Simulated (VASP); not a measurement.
```
CELL_PARAMETERS angstrom
      0.00000     2.26486     2.26486
      2.26486     0.00000     2.26486
      2.26486     2.26486     0.00000
ATOMIC_POSITIONS crystal
  Ga 0.00000 0.00000 0.00000
  N  0.25000 0.25000 0.25000
```

The numbers are results of TPSS meta-GGA, VASP's PBE PAW potentials (set 64) (plane waves; VASP), not measurements. Run with 520 eV cut-off, 11×11×11 Γ-centred mesh, tetrahedra with Blöchl corrections, potentials Ga_d N.

Problem. Give the energies of bands 7 to 10 at the high-symmetry points, in eV from the valence-band maximum.

Solution. 
| band | Γ | X | U | L | W |
|---|---|---|---|---|---|
| 7 | 0.00 | -6.09 | -5.82 | -7.01 | -5.64 |
| 8 | 0.00 | -2.68 | -4.25 | -0.95 | -3.69 |
| 9 | 0.00 | -2.68 | -2.15 | -0.95 | -3.62 |
| 10 | 1.56 | 3.27 | 4.94 | 4.62 | 6.17 |

The gap is direct, 1.56 eV, from the valence maximum at Γ to the conduction minimum at Γ.

The compound is GaN in the zinc blende structure, a metastable form; wurtzite is the usual one. It was relaxed first.
